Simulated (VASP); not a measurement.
Level of theory: modified Becke-Johnson potential (mBJ), VASP's PBE PAW potentials (set 64) (plane waves; VASP 6.6.1).

VASP ran on this input.

File KPOINTS_OPT:
```
k-points along high-symmetry lines
9
Line-mode
Reciprocal
  0.000000   0.000000   0.000000 ! GAMMA
  0.500000   0.500000   0.500000 ! T

  0.500000   0.500000   0.500000 ! T
  0.812518   0.187482   0.500000 ! H_2

  0.500000  -0.187482   0.187482 ! H_0
  0.500000   0.000000   0.000000 ! L

  0.500000   0.000000   0.000000 ! L
  0.000000   0.000000   0.000000 ! GAMMA

  0.000000   0.000000   0.000000 ! GAMMA
  0.343741  -0.343741   0.000000 ! S_0

  0.656259   0.000000   0.343741 ! S_2
  0.500000   0.000000   0.500000 ! F

  0.500000   0.000000   0.500000 ! F
  0.000000   0.000000   0.000000 ! GAMMA
```

**POSCAR**
```
Zn2SeS
1
    1.9755791536     1.1406010648     6.4522764701
   -1.9755791536     1.1406010648     6.4522764701
    0.0000000000    -2.2812021295     6.4522764701
Zn Se S
2 1 1
Direct
  0.0037902304   0.0037902304   0.0037902304
  0.4963488756   0.4963488756   0.4963488756
  0.6244293655   0.6244293655   0.6244293655
  0.1254055285   0.1254055285   0.1254055285
```

INCAR:
```
PREC=Accurate
SYSTEM=Zn2SeS
LMAXMIX=4   ! l cut-off of mixed one-centre charges
LASPH=.TRUE.
LWAVE=.FALSE.
SIGMA=0.05
ENCUT=400
ALGO=Normal   ! blocked Davidson
LCHARG=.FALSE.
NELM=200
METAGGA=MBJ
LMIXTAU=.TRUE.
ISMEAR=0
EDIFF=1E-6
LREAL=.FALSE.
ISIF=0
```

File KPOINTS:
```
Automatic
0
Gamma
 6 6 6
0 0 0
```

POTCAR, in this order: Zn Se S (PBE.64 set). Program: vasp_std. Read from the step before: WAVECAR.

The resulting files:

**OUTCAR**
```
 ion  position               nearest neighbor table
   1  0.004  0.004  0.004-   4 2.35   3 2.45   3 2.45   3 2.45
   2  0.496  0.496  0.496-   4 2.39   4 2.39   4 2.39   3 2.48
   3  0.624  0.624  0.624-   1 2.45   1 2.45   1 2.45   2 2.48
   4  0.125  0.125  0.125-   1 2.35   2 2.39   2 2.39   2 2.39
  LATTYP: Found a trigonal (rhomboedric) cell.
 ALAT       =     6.8436653504
 COS(alpha) =     0.8333361785
 Subroutine PRICEL returns:
 Original cell was already a primitive cell.
 Subroutine GETGRP returns: Found  6 space group operations
The static configuration has the point symmetry C_3v.
The dynamic configuration has the point symmetry C_3v.
 Subroutine INISYM returns: Found  6 space group operations
 Subroutine IBZKPT returns following result:
 Found     32 irreducible k-points:

 Following reciprocal coordinates:
            Coordinates               Weight
  0.000000  0.000000  0.000000      1.000000
  0.166667  0.000000  0.000000      6.000000
  0.333333  0.000000  0.000000      6.000000
  0.500000  0.000000  0.000000      3.000000
  0.166667  0.166667  0.000000      6.000000
  0.333333  0.166667  0.000000     12.000000
  0.500000  0.166667  0.000000     12.000000
 -0.333333  0.166667 -0.000000     12.000000
 -0.166667  0.166667  0.000000      6.000000
  0.333333  0.333333 -0.000000      6.000000
  0.500000  0.333333  0.000000     12.000000
 -0.333333  0.333333  0.000000      6.000000
  0.500000  0.500000  0.000000      3.000000
  0.166667  0.166667  0.166667      2.000000
  0.333333  0.166667  0.166667      6.000000
  0.500000  0.166667  0.166667      6.000000
 -0.333333  0.166667  0.166667      6.000000
 -0.166667  0.166667  0.166667      6.000000
  0.333333  0.333333  0.166667      6.000000
  0.500000  0.333333  0.166667     12.000000
 -0.333333  0.333333  0.166667     12.000000
 -0.166667  0.333333  0.166667     12.000000
  0.500000  0.500000  0.166667      6.000000
 -0.333333  0.500000  0.166667     12.000000
 -0.166667  0.500000  0.166667      6.000000
 -0.333333 -0.333333  0.166667      6.000000
  0.333333  0.333333  0.333333      2.000000
  0.500000  0.333333  0.333333      6.000000
 -0.333333  0.333333  0.333333      6.000000
  0.500000  0.500000  0.333333      6.000000
 -0.333333  0.500000  0.333333      6.000000
  0.500000  0.500000  0.500000      1.000000
   k-points           NKPTS =     32   k-points in BZ     NKDIM =     32   number of bands    NBANDS=     22
   number of dos      NEDOS =    301   number of ions     NIONS =      4
   total plane-waves  NPLWV = 110592
   dimension x,y,z NGX =    48 NGY =   48 NGZ =   48
   dimension x,y,z NGXF=    96 NGYF=   96 NGZF=   96
   ions per type =               2   1   1
   PREC   = accura    normal or accurate (medium, high low for compatibility)
   ISTART =      1    job   : 0-new  1-cont  2-samecut
   ICHARG =      0    charge: 1-file 2-atom 10-const
   ISPIN  =      1    spin polarized calculation?
   LNONCOLLINEAR =      F non collinear calculations
   LSORBIT =      F    spin-orbit coupling
   INIWAV =      1    electr: 0-lowe 1-rand  2-diag
   ENCUT  =  400.0 eV  29.40 Ry    5.42 a.u.  11.16 11.16 11.16*2*pi/ulx,y,z
   NELM   =    200;   NELMIN=  2; NELMDL=  0     # of ELM steps
   EDIFF  = 0.1E-05   stopping-criterion for ELM
   LREAL  =      F    real-space projection
   NLSPLINE    = F    spline interpolate recip. space projectors
   LMAXMIX     =    4 max onsite mixed and CHGCAR
   VOSKOWN=      0    Vosko Wilk Nusair interpolation
   EDIFFG = 0.1E-04   stopping-criterion for IOM
   NSW    =      0    number of steps for IOM
   NBLOCK =      1;   KBLOCK =      1    inner block; outer block
   IBRION =     -1    ionic relax: 0-MD 1-quasi-New 2-CG
...
```

**OSZICAR**
```
       N       E                     dE             d eps       ncg     rms          rms(c)
DAV:   1     0.352752823177E+03    0.35275E+03   -0.40649E+00  1784   0.315E+01    0.618E+00
DAV:   2     0.352350855000E+03   -0.40197E+00   -0.43802E+00  1416   0.191E+01    0.195E+01
DAV:   3     0.351897284195E+03   -0.45357E+00   -0.47510E-01  1708   0.618E+00    0.229E+01
DAV:   4     0.352375709219E+03    0.47843E+00   -0.59657E-01  1548   0.496E+00    0.160E+01
DAV:   5     0.354082774997E+03    0.17071E+01   -0.99226E-01  1546   0.607E+00    0.876E+00
DAV:   6     0.354738831318E+03    0.65606E+00   -0.71951E-02  1462   0.320E+00    0.649E+00
DAV:   7     0.354718290748E+03   -0.20541E-01   -0.10913E-02  1642   0.151E+00    0.703E+00
DAV:   8     0.354842526748E+03    0.12424E+00   -0.90926E-03  1540   0.625E-01    0.587E+00
DAV:   9     0.355605013340E+03    0.76249E+00   -0.34872E-02  1540   0.212E+00    0.123E+00
DAV:  10     0.355440609629E+03   -0.16440E+00   -0.22057E-02  1408   0.138E+00    0.174E+00
DAV:  11     0.355436021552E+03   -0.45881E-02   -0.11524E-03  1780   0.350E-01    0.172E+00
DAV:  12     0.355435031124E+03   -0.99043E-03   -0.86901E-06  1480   0.255E-02    0.172E+00
DAV:  13     0.355413679480E+03   -0.21352E-01   -0.52288E-04  1510   0.290E-01    0.192E+00
DAV:  14     0.355466328545E+03    0.52649E-01   -0.15069E-03  1408   0.401E-01    0.212E+00
DAV:  15     0.355434603089E+03   -0.31725E-01   -0.44658E-04  1866   0.364E-01    0.275E+00
DAV:  16     0.355447085970E+03    0.12483E-01   -0.22370E-04  1450   0.124E-01    0.258E+00
DAV:  17     0.355444031204E+03   -0.30548E-02   -0.21785E-05  1696   0.395E-02    0.264E+00
DAV:  18     0.355462823118E+03    0.18792E-01   -0.46911E-04  1604   0.507E-01    0.271E+00
DAV:  19     0.355713213890E+03    0.25039E+00   -0.12991E-02  1894   0.255E+00    0.103E+00
DAV:  20     0.355723241403E+03    0.10028E-01   -0.58524E-03  1528   0.806E-01    0.919E-01
DAV:  21     0.355803274450E+03    0.80033E-01   -0.21494E-03  1514   0.348E-01    0.711E-01
DAV:  22     0.355803700221E+03    0.42577E-03   -0.89437E-04  1774   0.788E-01    0.439E-01
DAV:  23     0.355792502503E+03   -0.11198E-01   -0.10061E-03  1848   0.565E-01    0.405E-01
DAV:  24     0.355800819493E+03    0.83170E-02   -0.29197E-04  1528   0.256E-01    0.246E-01
DAV:  25     0.355799576981E+03   -0.12425E-02   -0.13997E-04  1546   0.280E-01    0.184E-01
DAV:  26     0.355797208381E+03   -0.23686E-02   -0.10193E-04  1552   0.109E-01    0.130E-01
DAV:  27     0.355802990384E+03    0.57820E-02   -0.26551E-05  1432   0.657E-02    0.116E-01
DAV:  28     0.355798933029E+03   -0.40574E-02   -0.74606E-05  1760   0.204E-01    0.570E-02
DAV:  29     0.355799275637E+03    0.34261E-03   -0.31499E-05  1432   0.570E-02    0.283E-02
DAV:  30     0.355797193616E+03   -0.20820E-02   -0.73609E-06  1690   0.374E-02    0.144E-02
DAV:  31     0.355795622034E+03   -0.15716E-02   -0.22859E-06  1062   0.295E-02    0.368E-03
DAV:  32     0.355795241474E+03   -0.38056E-03   -0.88615E-07   956   0.118E-02    0.747E-03
DAV:  33     0.355794539932E+03   -0.70154E-03   -0.49683E-07   752   0.562E-03    0.581E-03
DAV:  34     0.355794594696E+03    0.54764E-04   -0.24485E-07   728   0.904E-03    0.747E-03
DAV:  35     0.355794705406E+03    0.11071E-03   -0.82659E-08   710   0.351E-03    0.716E-03
DAV:  36     0.355794576113E+03   -0.12929E-03   -0.11284E-08   704   0.195E-03    0.488E-03
DAV:  37     0.355794386966E+03   -0.18915E-03   -0.69030E-09   704   0.128E-03    0.226E-03
DAV:  38     0.355793991704E+03   -0.39526E-03   -0.68564E-09   704   0.152E-03    0.320E-03
DAV:  39     0.355794090751E+03    0.99047E-04   -0.10564E-08   704   0.248E-03    0.716E-04
DAV:  40     0.355794117565E+03    0.26815E-04   -0.58892E-09   704   0.757E-04    0.221E-04
DAV:  41     0.355794098762E+03   -0.18803E-04   -0.14013E-09   704   0.346E-04    0.194E-04
DAV:  42     0.355794077364E+03   -0.21398E-04   -0.43844E-10   704   0.218E-04    0.196E-04
DAV:  43     0.355794048280E+03   -0.29085E-04   -0.15166E-10   704   0.149E-04    0.262E-04
DAV:  44     0.355794046033E+03   -0.22470E-05   -0.17480E-10   704   0.288E-04    0.205E-04
DAV:  45     0.355794051597E+03    0.55644E-05   -0.99990E-11   704   0.994E-05    0.116E-04
DAV:  46     0.355794055081E+03    0.34836E-05   -0.26557E-11   704   0.588E-05    0.880E-05
DAV:  47     0.355794052677E+03   -0.24035E-05   -0.16499E-11   704   0.757E-05    0.120E-04
DAV:  48     0.355794057822E+03    0.51447E-05   -0.22197E-12   704   0.549E-05    0.625E-05
DAV:  49     0.355794058480E+03    0.65808E-06   -0.64002E-12   704   0.268E-05
   1 F= 0.35579406E+03 E0= 0.35579406E+03  d E =-.553598E-15
       N       E                     dE             ncg
       N       E                     dE             ncg
```

**OUTCAR**
```
------------------------ aborting loop because EDIFF is reached ----------------------------------------
  volume of cell :       87.24
      direct lattice vectors                 reciprocal lattice vectors
     1.975579154  1.140601065  6.452276470     0.253090340  0.146121788  0.051661353
    -1.975579154  1.140601065  6.452276470    -0.253090340  0.146121788  0.051661353
     0.000000000 -2.281202130  6.452276470     0.000000000 -0.292243575  0.051661353
 POSITION                                       TOTAL-FORCE (eV/Angst)
 -----------------------------------------------------------------------------------
      0.00000      0.00000      0.07337         0.000000     -0.000000     -0.414078
      0.00000      0.00000      9.60774         0.000000      0.000000      0.810796
      0.00000      0.00000     12.08697         0.000000     -0.000000     -0.135264
      0.00000      0.00000      2.42745         0.000000     -0.000000     -0.261454
 -----------------------------------------------------------------------------------
    total drift:                                0.000000      0.000008      0.939374
  FREE ENERGIE OF THE ION-ELECTRON SYSTEM (eV)
  ---------------------------------------------------
  free  energy   TOTEN  =       355.7940584799 eV

  energy  without entropy=      355.7940584799  energy(sigma->0) =      355.79405848

     CMBJ =    1.0000

     CMBJA=   -0.0120

     CMBJB=    1.0230

     CMBJE=    0.5000

    CMBJ =    1.2863
```
(Selected blocks of OUTCAR.)

OUTCAR:
```
 val. band max:        2.1402057802   @ k =   0.0000   0.0000   0.0000

 cond. band min:       5.1302644287   @ k =   0.0000   0.0000   0.0000


 Fermi energy:         2.3994368000

 k-point     1 :       0.0000    0.0000    0.0000
  band No.  band energies     occupation
      1     -10.9012      2.00000
      2     -10.1285      2.00000
      3      -4.0487      2.00000
      4      -4.0487      2.00000
      5      -4.0053      2.00000
      6      -3.8556      2.00000
      7      -3.8556      2.00000
      8      -3.5433      2.00000
      9      -3.5433      2.00000
     10      -3.4598      2.00000
     11      -3.4598      2.00000
     12      -3.3807      2.00000
     13      -2.5931      2.00000
     14       0.9934      2.00000
     15       0.9934      2.00000
     16       1.9088      2.00000
     17       2.1402      2.00000
     18       2.1402      2.00000
     19       5.1303      0.00000
     20       6.2883      0.00000
     21       9.0853      0.00000
     22       9.0853      0.00000

 k-point     2 :       0.1667    0.0000    0.0000
  band No.  band energies     occupation
      1     -10.7589      2.00000
      2     -10.0515      2.00000
      3      -4.0307      2.00000
      4      -4.0097      2.00000
      5      -3.9747      2.00000
      6      -3.8442      2.00000
      7      -3.8220      2.00000
      8      -3.5643      2.00000
      9      -3.5431      2.00000
     10      -3.4875      2.00000
     11      -3.4602      2.00000
     12      -3.3720      2.00000
     13      -2.3353      2.00000
     14       0.1216      2.00000
     15       0.7751      2.00000
     16       0.9364      2.00000
     17       1.6556      2.00000
     18       1.8053      2.00000
     19       6.1444      0.00000
     20       7.2361      0.00000
     21       8.5920      0.00000
     22       9.0425      0.00000

 k-point     3 :       0.3333    0.0000    0.0000
  band No.  band energies     occupation
      1     -10.4341      2.00000
...
```

mBJ is a potential without an energy functional, so only the levels count.

The structure comes from a computed database's Zn2SeS entry (R3m); how it stands against other phases isn't given here. It was relaxed first. The cell's shape comes from a PBE relaxation.
